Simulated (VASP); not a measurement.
# TiNCl with r2SCAN: from relaxation to properties

Aim: relax TiNCl with r2SCAN, compute its properties on that cell and hold them against experiment. The steps: relaxing cell and atoms (r2SCAN), second relaxation, single point with fields (r2SCAN), bands along the symmetry lines (r2SCAN), total and projected DOS (r2SCAN), vibrations at Γ (r2SCAN), volume scan with r2SCAN and fit for r2SCAN. Left out of this account: 1 further run (core levels: core levels are not valid at this level). The start is a cell from a database of measured crystal structures.

Main program and level: VASP 6.6.1; r2SCAN; plane waves and PAW (Ti_sv, N, Cl).

The experiments to compare with:

“mu-PES Studies on TiNCl and Quasi-two-dimensional Superconductor Na-intercalated TiNCl” (2019, arxiv:1908.10978) reports for TiNCl, alpha form, FeOCl-type, by diffraction, Rietveld refinement (pristine microcrystals): lattice constant a 3.9373 ± 0.0001 Å; lattice constant b 3.2554 ± 0.0001 Å; lattice constant c (c, stacking direction) 7.7997 ± 0.0003 Å.

## 1. The starting structure

Before any relaxation, the start is as follows. It takes space group Pmmn (No. 59, orthorhombic). Conventional cell: a = 3.258 Å, b = 3.937 Å, c = 7.803 Å, α = 90.00°, β = 90.00°, γ = 90.00°. Ti has 4 N at 2.01 Å and 2 Cl at 2.42 Å nearest. Nearest to N lie 4 Ti at 2.01 Å. Nearest to Cl lie 2 Ti at 2.42 Å. Farther neighbours and most contacts between anions are not listed.

Coordinates:

```
Ti N Cl
1.0
     3.25800    0.00000    0.00000
     0.00000    3.93700    0.00000
     0.00000    0.00000    7.80300
Ti N Cl
2 2 2
Direct
  0.00000 0.50000 0.10000
  0.50000 0.00000 0.90000
  0.50000 0.50000 0.95000
  0.00000 0.00000 0.05000
  0.50000 0.50000 0.33000
  0.00000 0.00000 0.67000
```

## 2. Relaxing cell and atoms (r2SCAN)

Properties are meant for the cell that this level of theory prefers, so cell and atoms are relaxed first (ISIF = 3) until forces and stress are small; EDIFFG sets the threshold. r2SCAN adds the kinetic-energy density, costs more than a GGA and is run with LASPH.

INCAR reads:

```
SYSTEM = TiNCl
PREC = Accurate
ENCUT = 520
EDIFF = 1E-06
NELM = 100
ISMEAR = 0
SIGMA = 0.05
LREAL = .FALSE.
ALGO = Normal
METAGGA = R2SCAN
LASPH = .TRUE.
NBANDS = 30
LORBIT = 11
LWAVE = .FALSE.
LCHARG = .FALSE.
KPAR = 4
IBRION = 2
NSW = 60
ISIF = 3
EDIFFG = -0.01
```

POSCAR reads:

```
TiNCl
1.0
    3.2580000000      0.0000000000      0.0000000000
    0.0000000000      3.9370000000      0.0000000000
    0.0000000000      0.0000000000      7.8030000000
Ti N Cl
2 2 2
Direct
    0.0000000000      0.5000000000      0.1000000000
    0.5000000000      0.0000000000      0.9000000000
    0.5000000000      0.5000000000      0.9500000000
    0.0000000000      0.0000000000      0.0500000000
    0.5000000000      0.5000000000      0.3300000000
    0.0000000000      0.0000000000      0.6700000000
```

KPOINTS reads:

```
Automatic mesh
0
Gamma
7 6 3
0 0 0
```

The projector-augmented-wave data sets are Ti_sv, N and Cl (PBE family, release 64).

Started as:

```console
$ mpirun -np 4 vasp_std
```

The program printed:

```text
[banner, memory and clock lines left out]
running    4 mpi-ranks, on    1 nodes
 distrk:  each k-point on    1 cores,    4 groups
 distr:  one band on    1 cores,    1 groups

 POSCAR found type information on POSCAR TiN Cl
 POSCAR found :  3 types and       6 ions
|                                                                             |
|               ----> ADVICE to this user running VASP <----                  |
|                                                                             |
|     You enforced a specific xc type in the INCAR file but a different       |
|     [... a line on the potential file left out ...]
|     I HOPE YOU KNOW WHAT YOU ARE DOING!                                     |
|                                                                             |

 LDA part: xc-table for (None), standard interpolation
 POSCAR, INCAR and KPOINTS ok, starting setup
 FFT: planning ... GRIDC
 FFT: planning ... GRID_SOFT
 FFT: planning ... GRID
 WAVECAR not read
 entering main loop
       N       E                     dE             d eps       ncg     rms          rms(c)
DAV:   1     0.587340764638E+03    0.58734E+03   -0.24093E+04  1920   0.174E+03
DAV:   2     0.110493615894E+02   -0.57629E+03   -0.55454E+03  2034   0.514E+02
DAV:   3    -0.864647949455E+02   -0.97514E+02   -0.94977E+02  3232   0.182E+02
DAV:   4    -0.939296707032E+02   -0.74649E+01   -0.74486E+01  2898   0.473E+01
DAV:   5    -0.943633338622E+02   -0.43366E+00   -0.43358E+00  2670   0.990E+00    0.292E+01
DAV:   6    -0.669906238690E+02    0.27373E+02   -0.81959E+01  2530   0.851E+01    0.993E+00
DAV:   7    -0.672810086431E+02   -0.29038E+00   -0.92714E+00  2476   0.238E+01    0.656E+00
DAV:   8    -0.673330228757E+02   -0.52014E-01   -0.28522E+00  2794   0.136E+01    0.346E+00
DAV:   9    -0.672270728350E+02    0.10595E+00   -0.54333E-01  2518   0.604E+00    0.112E+00
DAV:  10    -0.672227489303E+02    0.43239E-02   -0.56461E-02  2782   0.217E+00    0.350E-01
DAV:  11    -0.672237870989E+02   -0.10382E-02   -0.34501E-03  2440   0.438E-01    0.120E-01
DAV:  12    -0.672237801754E+02    0.69235E-05   -0.78932E-04  2908   0.187E-01    0.526E-02
DAV:  13    -0.672238692551E+02   -0.89080E-04   -0.60040E-04  2668   0.164E-01    0.385E-02
DAV:  14    -0.672238443101E+02    0.24945E-04   -0.97633E-05  2420   0.702E-02    0.135E-02
DAV:  15    -0.672238441053E+02    0.20480E-06   -0.23442E-05  2666   0.343E-02    0.680E-03
DAV:  16    -0.672238433292E+02    0.77611E-06   -0.29570E-06  1700   0.152E-02
   1 F= -.67223843E+02 E0= -.67223843E+02  d E =-.672238E+02
 curvature:   0.00 expect dE= 0.000E+00 dE for cont linesearch  0.000E+00
 trial: gam= 0.00000 g(F)=  0.311E-01 g(S)=  0.157E-01 ort = 0.000E+00 (trialstep = 0.100E+01)
 search vector abs. value=  0.469E-01
 bond charge predicted
       N       E                     dE             d eps       ncg     rms          rms(c)
DAV:   1    -0.672222799622E+02    0.15641E-02   -0.76661E+00  2342   0.402E+01    0.231E+00
DAV:   2    -0.672523005829E+02   -0.30021E-01   -0.11537E+00  2136   0.863E+00    0.116E+00
DAV:   3    -0.672346303149E+02    0.17670E-01   -0.11101E-01  2716   0.249E+00    0.629E-01
DAV:   4    -0.672303156304E+02    0.43147E-02   -0.35156E-02  2896   0.158E+00    0.283E-01
DAV:   5    -0.672308587390E+02   -0.54311E-03   -0.40411E-03  2776   0.437E-01    0.158E-01
DAV:   6    -0.672312829419E+02   -0.42420E-03   -0.12462E-03  3162   0.195E-01    0.878E-02
DAV:   7    -0.672314296834E+02   -0.14674E-03   -0.37643E-04  2800   0.125E-01    0.207E-02
DAV:   8    -0.672314378208E+02   -0.81374E-05   -0.55909E-05  2820   0.424E-02    0.129E-02
DAV:   9    -0.672314373189E+02    0.50187E-06   -0.10785E-05  2482   0.236E-02    0.362E-03
DAV:  10    -0.672314372274E+02    0.91530E-07   -0.11373E-06  1148   0.107E-02
   2 F= -.67231437E+02 E0= -.67231437E+02  d E =-.759390E-02
[... from here on, the cycles between the ionic steps are left out ...]
   3 F= -.67237628E+02 E0= -.67237628E+02  d E =-.137842E-01
   4 F= -.67239367E+02 E0= -.67239367E+02  d E =-.173970E-02
   5 F= -.67239462E+02 E0= -.67239462E+02  d E =-.183406E-02
   6 F= -.67240184E+02 E0= -.67240184E+02  d E =-.722135E-03
   7 F= -.67240190E+02 E0= -.67240190E+02  d E =-.728307E-03
   8 F= -.67240928E+02 E0= -.67240928E+02  d E =-.738291E-03
   9 F= -.67241573E+02 E0= -.67241573E+02  d E =-.138296E-02
  10 F= -.67241879E+02 E0= -.67241879E+02  d E =-.306115E-03
  11 F= -.67241980E+02 E0= -.67241980E+02  d E =-.406654E-03
  12 F= -.67242121E+02 E0= -.67242121E+02  d E =-.141324E-03
  13 F= -.67242467E+02 E0= -.67242467E+02  d E =-.487967E-03
  14 F= -.67242921E+02 E0= -.67242921E+02  d E =-.941891E-03
  15 F= -.67242912E+02 E0= -.67242912E+02  d E =-.932425E-03
  16 F= -.67243068E+02 E0= -.67243068E+02  d E =-.108872E-02
  17 F= -.67243348E+02 E0= -.67243348E+02  d E =-.280214E-03
  18 F= -.67243349E+02 E0= -.67243349E+02  d E =-.280985E-03
  19 F= -.67243350E+02 E0= -.67243350E+02  d E =-.281577E-03
  20 F= -.67243349E+02 E0= -.67243349E+02  d E =-.281005E-03
  21 F= -.67243387E+02 E0= -.67243387E+02  d E =-.381031E-04
 trial-energy change:   -0.000038  1 .order   -0.000037   -0.000044   -0.000030
 step:   1.8264(harm=  1.8264)  dis= 0.00158  next Energy=   -67.243416 (dE=-0.665E-04)
 bond charge predicted
       N       E                     dE             d eps       ncg     rms          rms(c)
DAV:   1    -0.672433601860E+02    0.27708E-04   -0.14713E-02  1920   0.106E+00    0.529E-02
DAV:   2    -0.672434219546E+02   -0.61769E-04   -0.11564E-03  2084   0.240E-01    0.333E-02
DAV:   3    -0.672434144780E+02    0.74766E-05   -0.66945E-05  2936   0.588E-02    0.163E-02
DAV:   4    -0.672434122472E+02    0.22308E-05   -0.84630E-06  2340   0.233E-02    0.402E-03
DAV:   5    -0.672434120628E+02    0.18441E-06   -0.15281E-06  1324   0.110E-02
  22 F= -.67243412E+02 E0= -.67243412E+02  d E =-.628117E-04
 curvature:  -1.01 expect dE=-0.256E-04 dE for cont linesearch -0.755E-06
 trial: gam= 0.45720 g(F)=  0.663E-05 g(S)=  0.187E-04 ort =-0.776E-05 (trialstep = 0.853E+00)
 search vector abs. value=  0.351E-04
 reached required accuracy - stopping structural energy minimisation
```

Wall time 34 min (4 MPI ranks of AMD EPYC 7R43, shared host); peak memory 0.91 GiB; 2.3 h of CPU time.

Lines that name or quote the potential files are left out of all logs, and their timing lines are given in words.

Parts of OUTCAR (step 2):

```text
ion  position               nearest neighbor table
   1  0.000  0.500  0.100-   3 2.01   3 2.01   4 2.01   4 2.01   5 2.42   5 2.42
   2  0.500  0.000  0.900-   4 2.01   4 2.01   3 2.01   3 2.01   6 2.42   6 2.42
   3  0.500  0.500  0.950-   1 2.01   1 2.01   2 2.01   2 2.01
   4  0.000  0.000  0.050-   2 2.01   2 2.01   1 2.01   1 2.01
   5  0.500  0.500  0.330-   1 2.42   1 2.42
   6  0.000  0.000  0.670-   2 2.42   2 2.42

  LATTYP: Found a simple orthorhombic cell.
 ALAT       =     3.2580000000
 B/A-ratio  =     1.2084100675
 C/A-ratio  =     2.3950276243

 Subroutine GETGRP returns: Found  8 space group operations
 (whereof  4 operations were pure point group operations)

The static configuration has the point symmetry C_2v.
 The point group associated with its full space group is D_2h.

 Found     32 irreducible k-points:

   k-points           NKPTS =     32   k-points in BZ     NKDIM =     32   number of bands    NBANDS=     30

   dimension x,y,z NGX =    24 NGY =   30 NGZ =   60
   dimension x,y,z NGXF=    48 NGYF=   60 NGZF=  120

   ENCUT  =  520.0 eV  38.22 Ry    6.18 a.u.   6.06  7.32 14.51*2*pi/ulx,y,z

   NELECT =      48.0000    total number of electrons

 k-points in reciprocal lattice and weights: Automatic mesh
   0.00000000  0.00000000  0.00000000       0.008
   0.14285714  0.00000000  0.00000000       0.016
   0.28571429  0.00000000  0.00000000       0.016
   0.42857143  0.00000000  0.00000000       0.016
   0.00000000  0.16666667  0.00000000       0.016
   0.14285714  0.16666667  0.00000000       0.032
   0.28571429  0.16666667  0.00000000       0.032
   0.42857143  0.16666667  0.00000000       0.032
   0.00000000  0.33333333  0.00000000       0.016
[...]
0.28571429  0.50000000  0.33333333       0.032
   0.42857143  0.50000000  0.33333333       0.032

 average (electrostatic) potential at core
       1 -82.5966       2 -82.5966       3 -67.2241       4 -67.2241       5 -94.8514
       6 -94.8514

 E-fermi :   3.5787

 k-point     1 :       0.0000    0.0000    0.0000
  band No.  band energies     occupation
    ...
     20       0.9387      2.00000
     21       1.3261      2.00000
     22       1.4328      2.00000
     23       2.3686      2.00000
     24       3.3084      2.00000
     25       4.2211      0.00000
     26       5.3197      0.00000
     27       5.7754      0.00000
     28       5.9686      0.00000
     29       5.9696      0.00000
    ...

 k-point     2 :       0.1429    0.0000    0.0000
  band No.  band energies     occupation
    ...
     20       0.8189      2.00000
     21       0.9683      2.00000
     22       1.6327      2.00000
     23       1.7582      2.00000
     24       2.5473      2.00000
     25       4.8489      0.00000
     26       5.5451      0.00000
     27       5.7540      0.00000
     28       5.9690      0.00000
     29       6.0568      0.00000
    ...

 k-point     3 :       0.2857    0.0000    0.0000
  band No.  band energies     occupation
    ...
     20       0.8083      2.00000
     21       1.0767      2.00000
     22       1.6470      2.00000
     23       1.7651      2.00000
     24       1.7820      2.00000
     25       5.4997      0.00000
     26       5.6863      0.00000
     27       5.6964      0.00000
     28       5.7890      0.00000
     29       5.9770      0.00000
    ...

  Total        0.0051372      0.0071163      0.0474403      0.0000000      0.0000000      0.0000000
  in kB        0.0800281      0.1108589      0.7390373      0.0000000      0.0000000      0.0000000
  external PRESSURE =       0.3099748 kB  Pullay stress =       0.0000000 kB

  energy-cutoff  :      520.00
  volume of cell :      102.85
      direct lattice vectors                 reciprocal lattice vectors
     3.263405148  0.000000000  0.000000000     0.306428394  0.000000000  0.000000000
     0.000000000  3.937776609  0.000000000     0.000000000  0.253950414  0.000000000
     0.000000000  0.000000000  8.003309261     0.000000000  0.000000000  0.124948314

 POSITION                                       TOTAL-FORCE (eV/Angst)
 -----------------------------------------------------------------------------------
      0.00000      1.96889      0.77443         0.000000      0.000000      0.005874
      1.63170      0.00000      7.22888         0.000000      0.000000     -0.005874
      1.63170      1.96889      7.62810         0.000000      0.000000      0.004142
      0.00000      0.00000      0.37520         0.000000      0.000000     -0.004142
      1.63170      1.96889      2.60414         0.000000      0.000000      0.004133
      0.00000      0.00000      5.39917         0.000000      0.000000     -0.004133
 -----------------------------------------------------------------------------------
    total drift:                                0.000000      0.000000      0.000000

  FREE ENERGIE OF THE ION-ELECTRON SYSTEM (eV)
  ---------------------------------------------------
  free  energy   TOTEN  =       -67.2434120628 eV

  energy  without entropy=      -67.2434120628  energy(sigma->0) =      -67.24341206

 reached required accuracy - stopping structural energy minimisation

 total charge
# of ion       s       p       d       tot
------------------------------------------
    1        2.205   6.251   1.788  10.244
    2        2.205   6.251   1.788  10.244
    3        1.283   2.515   0.000   3.799
    4        1.283   2.515   0.000   3.799
    5        1.612   3.564   0.000   5.176
    6        1.612   3.564   0.000   5.176
--------------------------------------------------
tot         10.202  24.660   3.577  38.439

[... 3 further parts left out ...]
```

CONTCAR:

```
TiNCl
   1.00000000000000
     3.2634051484205071    0.0000000000000000    0.0000000000000000
     0.0000000000000000    3.9377766089247519    0.0000000000000000
     0.0000000000000000    0.0000000000000000    8.0033092611457182
  Ti              N               Cl
     2     2     2
Direct
     0.0000000000000000    0.5000000000000000    0.0967634862203215
     0.5000000000000000    0.0000000000000000    0.9032365137796783
     0.5000000000000000    0.5000000000000000    0.9531188400807203
     0.0000000000000000    0.0000000000000000    0.0468811599192798
     0.5000000000000000    0.5000000000000000    0.3253827326269557
     0.0000000000000000    0.0000000000000000    0.6746172673730445
```

The gap is read on the k-mesh alone, so it is an upper bound where the band edges lie off the mesh. The bonds form layers, held to each other by dispersion, which r2SCAN holds only at short range, so the spacing between them may come out too wide. The PAW data sets were made with PBE, which is usual practice but a small mismatch for other functionals. The run keeps the 8 symmetry operations of its start, so it cannot find a distortion of lower symmetry.

Step by step:

| step | energy less that of the first step (eV) | largest force (eV/Å) | pressure (GPa) | volume (Å³) |
| --- | --- | --- | --- | --- |
| 1 | 0.0000 | 0.4501 | 0.96 | 100.09 |
| 2 | -0.0076 | 0.2845 | -0.66 | 101.54 |
| 3 | -0.0138 | 0.1435 | -0.04 | 100.95 |
| 4 | -0.0155 | 0.0566 | 0.18 | 100.98 |
| 5 | -0.0156 | 0.0553 | 0.26 | 101.00 |
| 6 | -0.0163 | 0.0446 | -0.10 | 101.40 |
| 7 | -0.0163 | 0.0443 | -0.15 | 101.49 |
| 8 | -0.0171 | 0.0468 | -0.13 | 101.59 |
| 9 | -0.0177 | 0.0509 | -0.04 | 101.80 |
| 10 | -0.0180 | 0.0290 | 0.11 | 101.78 |
| 11 | -0.0181 | 0.0399 | 0.28 | 101.76 |
| 12 | -0.0183 | 0.0367 | 0.28 | 101.82 |
| 13 | -0.0186 | 0.0410 | 0.22 | 101.98 |
| 14 | -0.0191 | 0.0558 | 0.09 | 102.32 |
| 15 | -0.0191 | 0.0870 | -0.14 | 102.99 |
| 16 | -0.0192 | 0.0731 | -0.05 | 102.69 |
| 17 | -0.0195 | 0.0180 | 0.01 | 102.82 |
| 18 | -0.0195 | 0.0189 | 0.02 | 102.84 |
| 19 | -0.0195 | 0.0189 | -0.01 | 102.83 |
| 20 | -0.0195 | 0.0184 | 0.00 | 102.83 |
| 21 | -0.0195 | 0.0132 | 0.01 | 102.83 |
| 22 | -0.0196 | 0.0059 | 0.03 | 102.85 |

| conventional cell, symmetrised | before | after | change |
| --- | --- | --- | --- |
| a (Å) | 3.258 | 3.263 | +0.2 % |
| b (Å) | 3.937 | 3.938 | +0.0 % |
| c (Å) | 7.803 | 8.003 | +2.6 % |
| volume (Å³/atom) | 16.68 | 17.14 | +2.8 % |

The atoms that moved most (Å, as changes of fractional coordinates times the final cell):

| atom | dx | dy | dz | length |
| --- | --- | --- | --- | --- |
| Cl5 | 0.000 | 0.000 | -0.037 | 0.037 |
| Cl6 | 0.000 | 0.000 | 0.037 | 0.037 |
| Ti1 | 0.000 | 0.000 | -0.026 | 0.026 |
| Ti2 | 0.000 | 0.000 | 0.026 | 0.026 |
| N3 | 0.000 | 0.000 | 0.025 | 0.025 |
| N4 | 0.000 | 0.000 | -0.025 | 0.025 |

The relaxed structure:

```xyz
6
Lattice="3.2634 0.0000 0.0000 0.0000 3.9378 0.0000 0.0000 0.0000 8.0033" Properties=species:S:1:pos:R:3 pbc="T T T"
Ti    0.0000    1.9689    0.7744
Ti    1.6317    0.0000    7.2289
N     1.6317    1.9689    7.6281
N     0.0000    0.0000    0.3752
Cl    1.6317    1.9689    2.6041
Cl    0.0000    0.0000    5.3992
```

Numbers from this step:

* electrons: 48
* bands: 30
* irreducible k-points: 32
* symmetry operations: 8
* free energy (TOTEN): -67.2434 eV
* Fermi energy: 3.579 eV
* pressure: 0.03100 GPa
* metallic: no
* valence top at k: 0, 0, 0
* conduction bottom at k: 0, 0, 0
* least direct gap at k: 0, 0, 0
* SCF cycles over all ionic steps: 154
* gap on the k-mesh: 0.9127 eV
* least direct gap on the k-mesh: 0.9127 eV

It ends with a largest force of 0.006 eV/Å and a pressure of 0.03 GPa. The volume lies +2.8 % from that of the database's start.

(Part 1 of 7 ends here.)

[Lines on the potential files, build, host, timing and source positions are cut from VASP's logs without a mark.]

[Logs are printed without paths, hosts, clocks, repeated set-up lines and the standing remarks that a program may print on its own settings, such as how far it seeks lower states.]

[Hosts, paths, dates, database ids (printed as entryN), source tags and the programs' standing remarks are cut or masked in the printed files.]

[A measured line is paired with the nearest computed mode of its activity, which favours agreement.]
